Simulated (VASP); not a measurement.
Input:

```xyz
1
Lattice="-1.4350 1.4350 1.4350 1.4350 -1.4350 1.4350 1.4350 1.4350 -1.4350" Properties=species:S:1:pos:R:3 pbc="T T T"
Fe     0.0000     0.0000     0.0000
```
Starting moments (μB, in the order of the record's atoms Fe): 2.5.

The numbers are results of PBE GGA with D4 dispersion, VASP's PBE PAW potentials (set 64) (plane waves; VASP), not measurements. Numerical set-up: 520 eV cut-off, 16×16×16 Γ-centred mesh, first-order Methfessel-Paxton smearing of 0.10 eV, potentials Fe.

Energy and stress use the plane-wave basis of the starting cell.

Question: The ions, cell shape and volume are relaxed. Predict the relaxed structure.

Answer: 
```xyz
1
Lattice="-1.4034 1.4034 1.4034 1.4034 -1.4034 1.4034 1.4034 1.4034 -1.4034" Properties=species:S:1:pos:R:3 pbc="T T T"
Fe     0.0000     0.0000     0.0000
```
Space group Im-3m (229), at a tolerance of 0.03 Å. The cell ends with 2.13 μB, on the sites 2.12 μB.

Question: How do energy and volume change from the first to the last step?

Answer: The energy (σ→0) changes by -26.5 meV/atom and the volume by -6.5 %, in 4 ionic steps.

The compound is Fe in the bcc structure. This run relaxes it. Symmetry was kept, so distortions that lower it aren't found.
